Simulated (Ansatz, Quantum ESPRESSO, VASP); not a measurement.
## Code comparison for Ca₂Si (Fm-3m, 3 atoms in the cell)

Self-consistent single point.

```
CELL_PARAMETERS angstrom
      0.00000     3.58523     3.58523
      3.58523     0.00000     3.58523
      3.58523     3.58523     0.00000
ATOMIC_POSITIONS crystal
  Ca 0.75000 0.75000 0.75000
  Ca 0.25000 0.25000 0.25000
  Si 0.00000 0.00000 0.00000
```

Shared settings, as Ansatz (a first-principles code) writes them: kpoints.mp_grid.grid = 5 5 5; scf.occupations.method = fixed. Potentials and cutoffs stand in the table.

```tsv
code	model	pressure (GPa)	gap on the mesh (eV)	cutoff
VASP	PBEsol, VASP's PBE PAW potentials (set 64)	-1.25	–	300 eV
Ansatz	PBEsol, default PAW files made with PBE	-1.21	0.727	420 eV
Quantum ESPRESSO	PBEsol, GBRV 1.5 ultrasoft (PBESOL) pseudopotentials	-1.23	0.728	40 Ry
```

A dash marks a value that a program does not give, or that is left out as unsure.

No gap is tabulated for VASP: it is not read from that output, or partly filled or unconverged empty levels leave it unsure.

Gaps are read on the mesh. Another mesh or the band path gives a smaller gap, so these values are not converged in the mesh.

The spread over the programs that give each value: pressure within 0.04 GPa; gap on the mesh within 0.001 eV.

Ansatz's pressure is given at a fixed set of plane waves, as the other plane-wave codes print theirs.

On the base mesh (8 8 8) the same programs gave: Quantum ESPRESSO pressure -1.23 GPa, gap on the mesh 0.518 eV; Ansatz pressure -1.21 GPa, gap on the mesh 0.516 eV; VASP pressure -1.25 GPa.

The values differ from the base mesh's, so the mesh still matters here: the table compares the programs at equal settings.

VASP's run is marked for a possible Pulay error in its stress at this cutoff; no cutoff test was made.

VASP ran the fixed occupations as a Gaussian smearing of 0.01 eV.

The starting cell comes from a database of computed structures (which also holds hypothetical and non-ambient phases and stackings), without a prior relaxation at this level.

Left out of this page: ABINIT, GPAW, FLEUR and SIESTA (not drawn, or without a comparable value); CP2K (on another mesh).

Keys are those of Ansatz 0.2.
